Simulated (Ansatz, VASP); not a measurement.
## WS2 (Tungstenite): VASP beside Ansatz

One calculation is typed for both programs; each brings its own data sets. How far apart do they land? The cell is taken from a series of runs on this material, whose earlier steps may have relaxed, scaled, displaced or heated it; both programs get it as it stands.

Program: Ansatz 0.2.0. Level of theory: plane waves, with VASP 6.6.1 beside it; single point at HSE06. Results are calculated unless marked as measured.

## 1. Set-up

Symmetry: P6_3/mmc, No. 194, hexagonal system. The conventional cell has a = 3.154 Å, b = 3.154 Å, c = 12.141 Å, α = 90.00°, β = 90.00°, γ = 120.00°. Nearest to W lie 6 S at 2.41 Å. Nearest to S lie 3 W at 2.41 Å. Farther neighbours and most contacts between anions are not listed.

As a file:

```xyz
6
Lattice="3.1540 0.0000 0.0000 -1.5770 2.7315 0.0000 0.0000 0.0000 12.1413" Properties=species:S:1:pos:R:3 pbc="T T T"
W     0.0000    1.8210    3.0353
W     1.5770    0.9105    9.1060
S     0.0000    1.8210    7.5312
S     1.5770    0.9105    1.4606
S     0.0000    1.8210   10.6807
S     1.5770    0.9105    4.6100
```

## 2. VASP: single point, HSE06

A single point gives forces, pressure and levels at one fixed geometry, so differences don't come from the geometry; what else differs is listed under the comparison.

Lines of VASP's logs that name or quote its potential files are left out, and so is its time.

The run reads the wave functions of an earlier VASP run, which isn't shown here.

INCAR reads:

```
SYSTEM = WS2
PREC = Accurate
ENCUT = 400
EDIFF = 1E-06
NELM = 100
ISMEAR = 0
SIGMA = 0.01
LREAL = .FALSE.
ALGO = Normal
LHFCALC = .TRUE.
AEXX = 0.25
GGA = PE
HFSCREEN = 0.208
LASPH = .TRUE.
NBANDS = 24
PRECFOCK = Fast
LORBIT = 11
LWAVE = .FALSE.
LCHARG = .FALSE.
KPAR = 8
ISIF = 2
```

POSCAR reads:

```
WS2
1.0
    3.1540240565      0.0000000000      0.0000000000
   -1.5770120283      2.7314649571      0.0000000000
    0.0000000000      0.0000000000     12.1412727110
W S
2 4
Direct
    0.3333333333      0.6666666667      0.2500000000
    0.6666666667      0.3333333333      0.7500000000
    0.3333333333      0.6666666667      0.6202998859
    0.6666666667      0.3333333333      0.1202998859
    0.3333333333      0.6666666667      0.8797001141
    0.6666666667      0.3333333333      0.3797001141
```

KPOINTS reads:

```
Automatic mesh
0
Gamma
6 6 2
0 0 0
```

PAW data sets: W and S (PBE family, release 64).

Started as:

```console
> mpirun -np 8 vasp_std
```

Numbers of over 12 decimals in the logs are rounded to 6 here.

The program printed:

```text
[banner, memory and clock lines left out]
running    8 mpi-ranks, on    1 nodes
 distrk:  each k-point on    1 cores,    8 groups
 distr:  one band on    1 cores,    1 groups

 POSCAR found type information on POSCAR W S
 POSCAR found :  2 types and       6 ions
|                                                                             |
|           W    W    AA    RRRRR   N    N  II  N    N   GGGG   !!!           |
|           W    W   A  A   R    R  NN   N  II  NN   N  G    G  !!!           |
|           W    W  A    A  R    R  N N  N  II  N N  N  G       !!!           |
|           W WW W  AAAAAA  RRRRR   N  N N  II  N  N N  G  GGG   !            |
|           WW  WW  A    A  R   R   N   NN  II  N   NN  G    G                |
|           W    W  A    A  R    R  N    N  II  N    N   GGGG   !!!           |
|                                                                             |
|     For optimal performance we recommend to set                             |
|       NCORE = 2 up to number-of-cores-per-socket                            |
|     NCORE specifies how many cores store one orbital (NPAR=cpu/NCORE).      |
|     This setting can greatly improve the performance of VASP for DFT.       |
|     The default, NCORE=1 might be grossly inefficient on modern             |
|     multi-core architectures or massively parallel machines. Do your        |
|     Unfortunately you need to use the default for GW and RPA                |
|     calculations (for HF NCORE is supported but not extensively tested      |
|     yet).                                                                   |
|                                                                             |

 LDA part: xc-table for (Slater+PW92), standard interpolation
 found WAVECAR, reading the header
 POSCAR, INCAR and KPOINTS ok, starting setup
 FFT: planning ... GRIDC
 FFT: planning ... GRID_SOFT
 FFT: planning ... GRID
 reading WAVECAR
 the WAVECAR file was read successfully
 initial charge from wavefunction
 entering main loop
       N       E                     dE             d eps       ncg     rms          rms(c)
DAV:   1    -0.563487903170E+02   -0.56349E+02   -0.18646E+00   688   0.145E+01    0.125E+01
DAV:   2    -0.563444347272E+02    0.43556E-02   -0.61842E-02   776   0.139E+00    0.730E+00
DAV:   3    -0.563429582836E+02    0.14764E-02   -0.14693E-02   848   0.650E-01    0.427E+00
DAV:   4    -0.563416886400E+02    0.12696E-02   -0.18587E-03   808   0.268E-01    0.257E+00
DAV:   5    -0.563415165702E+02    0.17207E-03   -0.13316E-03   856   0.178E-01    0.152E+00
DAV:   6    -0.563414806903E+02    0.35880E-04   -0.17400E-04   832   0.930E-02    0.853E-01
DAV:   7    -0.563414739705E+02    0.67197E-05   -0.53935E-05   920   0.417E-02    0.495E-01
DAV:   8    -0.563414739870E+02   -0.16405E-07   -0.77910E-06   832   0.163E-02
   1 F= -.56341474E+02 E0= -.56341474E+02  d E =-.607986E-56
```

From OUTCAR (step 2):

```text
ion  position               nearest neighbor table
   1  0.333  0.667  0.250-   4 2.41   6 2.41   4 2.41   6 2.41   4 2.41   6 2.41
   2  0.667  0.333  0.750-   3 2.41   5 2.41   3 2.41   5 2.41   3 2.41   5 2.41
   3  0.333  0.667  0.620-   2 2.41   2 2.41   2 2.41
   4  0.667  0.333  0.120-   1 2.41   1 2.41   1 2.41
   5  0.333  0.667  0.880-   2 2.41   2 2.41   2 2.41
   6  0.667  0.333  0.380-   1 2.41   1 2.41   1 2.41

  LATTYP: Found a hexagonal cell.
 ALAT       =     3.1540240565
 C/A-ratio  =     3.8494546945

 Subroutine GETGRP returns: Found 24 space group operations
 (whereof 12 operations were pure point group operations)

The static configuration has the point symmetry D_3d.
 The point group associated with its full space group is D_6h.

 Found     14 irreducible k-points:

   k-points           NKPTS =     14   k-points in BZ     NKDIM =     72   number of bands    NBANDS=     24

   dimension x,y,z NGX =    24 NGY =   24 NGZ =   80
   dimension x,y,z NGXF=    48 NGYF=   48 NGZF=  160

   ENCUT  =  400.0 eV  29.40 Ry    5.42 a.u.   5.14  5.14 19.80*2*pi/ulx,y,z

   NELECT =      36.0000    total number of electrons

 k-points in reciprocal lattice and weights: Automatic mesh
   0.00000000  0.00000000  0.00000000       0.014
   0.16666667  0.00000000  0.00000000       0.083
   0.33333333  0.00000000  0.00000000       0.083
   0.50000000  0.00000000  0.00000000       0.042
   0.16666667  0.16666667  0.00000000       0.083
   0.33333333  0.16666667  0.00000000       0.167
   0.33333333  0.33333333  0.00000000       0.028
   0.00000000  0.00000000  0.50000000       0.014
   0.16666667  0.00000000  0.50000000       0.083
[...]
0.33333333  0.16666667  0.50000000       0.167
   0.33333333  0.33333333  0.50000000       0.028

  exchange ACFDT corr.  =         0.00000000  see jH, gK, PRB 81, 115126

 average (electrostatic) potential at core
       1 -35.6257       2 -35.6256       3 -82.0422       4 -82.0422       5 -82.0422
       6 -82.0422

 E-fermi :   6.3420

 k-point     1 :       0.0000    0.0000    0.0000
  band No.  band energies     occupation
    ...
     14       3.8161      2.00000
     15       3.8161      2.00000
     16       4.5884      2.00000
     17       4.8335      2.00000
     18       6.2325      2.00000
     19       9.1876      0.00000
     20       9.1876      0.00000
     21       9.2183      0.00000
     22       9.2191      0.00000
     23       9.2370      0.00000
    ...

 k-point     2 :       0.1667    0.0000    0.0000
  band No.  band energies     occupation
    ...
     14       3.1296      2.00000
     15       3.5791      2.00000
     16       4.5375      2.00000
     17       4.7825      2.00000
     18       5.2567      2.00000
     19       8.3820      0.00000
     20       8.7874      0.00000
     21       9.0726      0.00000
     22       9.1060      0.00000
     23       9.1107      0.00000
    ...

 k-point     3 :       0.3333    0.0000    0.0000
  band No.  band energies     occupation
    ...
     14       3.5739      2.00000
     15       3.6360      2.00000
     16       3.8118      2.00000
     17       3.9140      2.00000
     18       4.2553      2.00000
     19       8.4399      0.00000
     20       8.7024      0.00000
     21       8.9206      0.00000
     22       9.3133      0.00000
     23       9.7459      0.00000
    ...

  Total       -1.3550249     -1.3550249     -1.5361199      0.0000000      0.0000000      0.0000000
  in kB      -20.7554906    -20.7554906    -23.5294004      0.0000000      0.0000000      0.0000000
  external PRESSURE =     -21.6801272 kB  Pullay stress =       0.0000000 kB

  energy-cutoff  :      400.00
  volume of cell :      104.60
      direct lattice vectors                 reciprocal lattice vectors
     3.154024056  0.000000000  0.000000000     0.317055286  0.183051955  0.000000000
    -1.577012028  2.731464957  0.000000000     0.000000000  0.366103910  0.000000000
     0.000000000  0.000000000 12.141272711     0.000000000  0.000000000  0.082363688

 POSITION                                       TOTAL-FORCE (eV/Angst)
 -----------------------------------------------------------------------------------
     -0.00000      1.82098      3.03532         0.000000      0.000000      0.000000
      1.57701      0.91049      9.10595         0.000000     -0.000000      0.000000
     -0.00000      1.82098      7.53123         0.000000      0.000000      0.682466
      1.57701      0.91049      1.46059        -0.000000     -0.000000      0.682466
     -0.00000      1.82098     10.68068         0.000000      0.000000     -0.682466
      1.57701      0.91049      4.61004        -0.000000     -0.000000     -0.682466
 -----------------------------------------------------------------------------------
    total drift:                                0.000006      0.000001      0.000003

  FREE ENERGIE OF THE ION-ELECTRON SYSTEM (eV)
  ---------------------------------------------------
  free  energy   TOTEN  =       -56.3414739870 eV

  energy  without entropy=      -56.3414739870  energy(sigma->0) =      -56.34147399

 total charge
# of ion       s       p       d       tot
------------------------------------------
    1        0.655   0.741   4.467   5.862
    2        0.655   0.741   4.467   5.862
    3        1.357   2.367   0.000   3.724
    4        1.357   2.367   0.000   3.724
    5        1.357   2.367   0.000   3.724
    6        1.357   2.367   0.000   3.724
--------------------------------------------------
tot          6.735  10.949   8.934  26.618

[... 3 further parts left out ...]
```

The run ends at a pressure of -2.17 GPa, with forces up to 0.68 eV/Å.

[end of part 1 of 2]

[Lines on the potential files, build, host, timing and source positions are cut from VASP's logs without a mark.]

[Logs are printed without paths, hosts, clocks, repeated set-up lines and the standing remarks that a program may print on its own settings, such as how far it seeks lower states.]

[Hosts, paths, dates, database ids (printed as entryN), source tags and the programs' standing remarks are cut or masked in the printed files.]
